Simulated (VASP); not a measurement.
A run of VASP 6.6.1:

The input INCAR:

```
  PREC = Accurate
  ENCUT = 520
  EDIFF = 1E-6
  ISMEAR = -1
  SIGMA = 0.1
  LREAL = F
  LASPH = T
  NELM = 100
  ALGO = Normal
  ISIF = 2
  LWAVE = F
  LCHARG = F
  NBANDS = 13
```

The input KPOINTS:

```
regular mesh
0
Gamma
  14 14 14
```

File POSCAR:

```
Mo
1.0
    2.4877597806      0.0000000000      0.0000000000
    0.0000000000      2.4877597806      0.0000000000
    0.0000000000      0.0000000000      2.4877597806
Mo
1
Direct
    0.0000000000      0.0000000000      0.0000000000
```

Potentials or basis: VASP PAW LDA potentials, release 64 (Mo_sv).

The run is started by

```sh
$ cat potpaw_LDA.64/Mo_sv/POTCAR > POTCAR
$ mpirun -np 1 vasp_std > vasp.out
```

Hardware: 1 thread of Intel(R) Xeon(R) 6975P-C (Granite Rapids) (shared host).

Problem. How long does it take, and how much memory?

Solution. Wall time 6.8 s on 1 thread of Intel(R) Xeon(R) 6975P-C (Granite Rapids), on a shared host, peak memory 0.13 GiB. Counts: scf iterations 11, k points 120.
